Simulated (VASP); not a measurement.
Calculation: PBEsol GGA, VASP's PBE PAW potentials (set 64) (plane waves; VASP).

The input files of a VASP run:

### INCAR
```
SYSTEM  =  MoSi2
PREC  =  Accurate; ENCUT  =  520; LREAL  =  F
LASPH  =  T
EDIFF  =  1E-7; NELM  =  100; ALGO  =  Normal
LMAXMIX  =  4
ISMEAR  =  1; SIGMA  =  0.1
GGA  =  PS
IBRION  =  2; NSW  =  30; ISIF  =  4
EDIFFG  =  -0.01
LWAVE  =  F; LCHARG  =  F
```

KPOINTS:
```
kpoints
0
Gamma
 13 13 13
```

### POSCAR
```
MoSi2
1.0
 -1.5799351852   1.5799351852   3.8740502505
  1.5799351852  -1.5799351852   3.8740502505
  1.5799351852   1.5799351852  -3.8740502505
Si Mo
2 1
Cart
 -0.0000000000   0.0000000000   5.1519299260
 -0.0000000000   0.0000000000   2.5961705750
  0.0000000000   0.0000000000   0.0000000000
```

POTCAR, in this order: Si Mo_sv (PBE.64 set). Program: vasp_std.

The resulting files:

OUTCAR:
```
 ion  position               nearest neighbor table
   1  0.665  0.665  0.000-   2 2.56   3 2.57   3 2.57   3 2.57   3 2.57   2 2.59   2 2.59   2 2.59
                             2 2.59   3 2.60
   2  0.335  0.335  0.000-   1 2.56   3 2.57   3 2.57   3 2.57   3 2.57   1 2.59   1 2.59   1 2.59
                             1 2.59   3 2.60
   3  0.000  0.000  0.000-   1 2.57   1 2.57   1 2.57   2 2.57   1 2.57   2 2.57   2 2.57   2 2.57
                             1 2.60   2 2.60
  LATTYP: Found a body centered tetragonal cell.
 ALAT       =     3.1598703704
 C/A-ratio  =     2.4520311256
 Subroutine PRICEL returns:
 Original cell was already a primitive cell.
 Subroutine GETGRP returns: Found 16 space group operations
The static configuration has the point symmetry D_4h.
The dynamic configuration has the point symmetry D_4h.
 Subroutine INISYM returns: Found 16 space group operations
 Subroutine IBZKPT returns following result:
 Found    196 irreducible k-points:

 Following reciprocal coordinates:
            Coordinates               Weight
  0.000000  0.000000  0.000000      1.000000
  0.076923  0.000000 -0.000000      8.000000
  0.153846  0.000000  0.000000      8.000000
  0.230769  0.000000  0.000000      8.000000
...
```

### OSZICAR
```
       N       E                     dE             d eps       ncg     rms          rms(c)
DAV:   1     0.123764415490E+03    0.12376E+03   -0.11583E+04  5888   0.140E+03
DAV:   2    -0.229946496802E+02   -0.14676E+03   -0.14470E+03  7308   0.341E+02
DAV:   3    -0.259807516173E+02   -0.29861E+01   -0.29211E+01  7749   0.443E+01
DAV:   4    -0.259949359767E+02   -0.14184E-01   -0.14182E-01  6811   0.353E+00
DAV:   5    -0.259950527179E+02   -0.11674E-03   -0.11674E-03  7819   0.299E-01    0.247E+01
DAV:   6    -0.252102110487E+02    0.78484E+00   -0.66861E+00  6909   0.184E+01    0.568E+00
DAV:   7    -0.250933213941E+02    0.11689E+00   -0.92639E-01  6574   0.629E+00    0.509E+00
DAV:   8    -0.250541630414E+02    0.39158E-01   -0.11975E-01  7028   0.288E+00    0.456E-01
DAV:   9    -0.250532353905E+02    0.92765E-03   -0.20950E-03  7217   0.412E-01    0.234E-01
DAV:  10    -0.250531445035E+02    0.90887E-04   -0.58261E-04  7028   0.232E-01    0.611E-02
DAV:  11    -0.250531337244E+02    0.10779E-04   -0.18841E-04  7119   0.111E-01    0.333E-02
DAV:  12    -0.250531302318E+02    0.34926E-05   -0.26986E-05  6769   0.386E-02    0.652E-03
DAV:  13    -0.250531298560E+02    0.37576E-06   -0.65466E-07  7000   0.819E-03    0.197E-03
DAV:  14    -0.250531298013E+02    0.54766E-07   -0.96805E-09  3682   0.877E-04
   1 F= -.25053130E+02 E0= -.25053086E+02  d E =-.250531E+02
       N       E                     dE             d eps       ncg     rms          rms(c)
DAV:   1    -0.250544923331E+02   -0.13625E-02   -0.46467E-02  6265   0.209E+00    0.191E-01
DAV:   2    -0.250536815054E+02    0.81083E-03   -0.15482E-03  7427   0.332E-01    0.953E-02
DAV:   3    -0.250534533498E+02    0.22816E-03   -0.62178E-04  7539   0.203E-01    0.364E-02
DAV:   4    -0.250534485225E+02    0.48273E-05   -0.30998E-05  6538   0.436E-02    0.136E-02
DAV:   5    -0.250534478932E+02    0.62930E-06   -0.18253E-06  7273   0.896E-03    0.591E-03
DAV:   6    -0.250534478476E+02    0.45635E-07   -0.31191E-07  6629   0.375E-03
   2 F= -.25053448E+02 E0= -.25053391E+02  d E =-.318046E-03
       N       E                     dE             d eps       ncg     rms          rms(c)
DAV:   1    -0.250535492394E+02   -0.10135E-03   -0.28476E-03  6286   0.516E-01    0.473E-02
DAV:   2    -0.250534999407E+02    0.49299E-04   -0.93398E-05  7420   0.814E-02    0.235E-02
DAV:   3    -0.250534862112E+02    0.13729E-04   -0.38106E-05  7546   0.504E-02    0.896E-03
DAV:   4    -0.250534859324E+02    0.27886E-06   -0.18476E-06  6538   0.106E-02    0.337E-03
DAV:   5    -0.250534858845E+02    0.47884E-07   -0.99984E-08  4046   0.217E-03
   3 F= -.25053486E+02 E0= -.25053432E+02  d E =-.356083E-03
       N       E                     dE             d eps       ncg     rms          rms(c)
DAV:   1    -0.250535726156E+02   -0.86683E-04   -0.33608E-03  6776   0.518E-01    0.449E-02
DAV:   2    -0.250535190321E+02    0.53583E-04   -0.13968E-04  7007   0.920E-02    0.239E-02
DAV:   3    -0.250535066747E+02    0.12357E-04   -0.32879E-05  7315   0.454E-02    0.866E-03
DAV:   4    -0.250535056354E+02    0.10394E-05   -0.38754E-06  7063   0.154E-02    0.354E-03
DAV:   5    -0.250535055598E+02    0.75580E-07   -0.24194E-07  6104   0.333E-03
   4 F= -.25053506E+02 E0= -.25053449E+02  d E =-.196753E-04
```

OUTCAR:
```
------------------------ aborting loop because EDIFF is reached ----------------------------------------
  FORCE on cell =-STRESS in cart. coord.  units (eV):
  Direction    XX          YY          ZZ          XY          YZ          ZX
  --------------------------------------------------------------------------------------
  Total        1.6955935      1.6955935      1.7090674      0.0000000      0.0000000      0.0000000
  in kB       70.2309487     70.2309487     70.7890354      0.0000000      0.0000000      0.0000000
  external PRESSURE =      70.4169776 kB  Pullay stress =       0.0000000 kB
  volume of cell :       38.68
      direct lattice vectors                 reciprocal lattice vectors
    -1.579089424  1.579089424  3.878201247     0.000000000  0.316638179  0.128925749
     1.579089424 -1.579089424  3.878201247     0.316638179  0.000000000  0.128925749
     1.579089424  1.579089424 -3.878201247     0.316638179  0.316638179  0.000000000
 POSITION                                       TOTAL-FORCE (eV/Angst)
 -----------------------------------------------------------------------------------
      0.00000      0.00000      5.16115         0.000000      0.000000     -0.003637
      0.00000      0.00000      2.59526        -0.000000     -0.000000      0.003637
      0.00000      0.00000      0.00000         0.000000      0.000000      0.000000
 -----------------------------------------------------------------------------------
    total drift:                               -0.000000      0.000000      0.000000
  FREE ENERGIE OF THE ION-ELECTRON SYSTEM (eV)
  ---------------------------------------------------
  free  energy   TOTEN  =       -25.0535055598 eV

  energy  without entropy=      -25.0533370888  energy(sigma->0) =      -25.05344940

 reached required accuracy - stopping structural energy minimisation
```
(Selected blocks of OUTCAR.)

**CONTCAR**
```
MoSi2
   1.00000000000000
    -1.5790894242954010    1.5790894242954010    3.8782012474564165
     1.5790894242954010   -1.5790894242954010    3.8782012474564165
     1.5790894242954010    1.5790894242954010   -3.8782012474564165
  Si              Mo
     2     1
Direct
     0.6654045401733407    0.6654045401733407    0.0000000000000000
     0.3345954598266593    0.3345954598266593    0.0000000000000000
     0.0000000000000000    0.0000000000000000    0.0000000000000000
```

The compound is MoSi2 in the MoSi2 type structure. This cell is one point of a volume scan, at 0.97 of the reference volume. Symmetry was kept, so distortions that lower it aren't found.
